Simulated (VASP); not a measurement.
Wanted: the native input for a VASP 6.6.1 run.

```
Task                   : relaxation of cell and atoms
Functional             : PBE
Potentials or basis    : VASP PAW PBE potentials, release 64 (W_sv, Au)
Cutoff                 : 600 eV
k mesh                 : 8 × 8 × 8
Occupations            : fermi-dirac, width 0.05 eV
Spin                   : no spin polarisation
Target pressure        : 10 GPa
Further INCAR settings : ALGO = Fast; EDIFF = 1e-06; IBRION = 2; EDIFFG = -0.005; NSW = 60; ISIF = 3
Target pressure        : 10 GPa
```

The structure of WAu lies in POSCAR:

```
WAu
1.0
    0.0000000000      2.7479792600      2.7479792600
    2.7479792600      0.0000000000      2.7479792600
    2.7479792600      2.7479792600      0.0000000000
W Au
1 1
Direct
    0.0000000000      0.0000000000      0.0000000000
    0.7500000000      0.7500000000      0.7500000000
```

The cell was built by a generator and needn't be a form met in nature.

One way to write it, as run:

INCAR

```
PREC = Accurate
ENCUT = 600
EDIFF = 1E-6
ISMEAR = -1
SIGMA = 0.05
LREAL = F
LASPH = T
NELM = 60
ALGO = Fast
ISIF = 3
LWAVE = F
LCHARG = F
GGA = PE
IBRION = 2
NSW = 60
EDIFFG = -0.005
PSTRESS = 100
```

KPOINTS

```
regular mesh
0
Gamma
  8 8 8
```

Potentials or basis: VASP PAW PBE potentials, release 64 (W_sv, Au).

Command:

```console
$ cat potpaw_PBE.64/W_sv/POTCAR potpaw_PBE.64/Au/POTCAR > POTCAR
$ mpirun -np 1 vasp_std > vasp.out
```

It gave:

```json
{
 "Relaxed volume": "23.04 Å³/atom",
 "Relaxed cell": "a = 4.024 Å, b = 4.024 Å, c = 4.024 Å, α = 60.00°, β = 60.00°, γ = 60.00°",
 "Space group after relaxing (to 0.05 Å)": "F-43m (No. 216)",
 "Energy change on relaxing (the enthalpy is what falls)": "-293.2 meV/atom",
 "Ionic steps": "5",
 "Pressure after relaxing": "10.0 GPa",
 "Band gap on the k mesh": "none (metal or under the smearing width)"
}
```

Caveat: the cell is relaxed towards a set pressure, so the enthalpy falls and the energy may rise.

Run time: 2.7 min on 1 thread of Intel(R) Xeon(R) Platinum 8175M CPU @ 2.50GHz (Skylake/Cascade Lake) (shared host), peak memory 0.2 GiB.
